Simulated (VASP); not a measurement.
Data:

```
BeSe
1.0
    0.00000     2.61339     2.61339
    2.61339     0.00000     2.61339
    2.61339     2.61339     0.00000
Be Se
1 1
Direct
  0.00000   0.00000   0.00000
  0.25000   0.25000   0.25000
```

Level of theory: RPBE GGA, VASP's PBE PAW potentials (set 64) (plane waves; VASP). Run with 520 eV cut-off, 9×9×9 Γ-centred mesh, Gaussian smearing of 0.050 eV, potentials Be Se.

**Question.** What does the run give for the energy per atom (σ→0)?

**Answer.** 
```
Property                        Value
---------------------  --------------
energy per atom (σ→0)  -4.134 eV/atom
```

Total energies compare only between runs with the same potentials, cut-off and functional.

The compound is BeSe in the zinc blende structure. It was relaxed first, which changed the volume by +5 %.
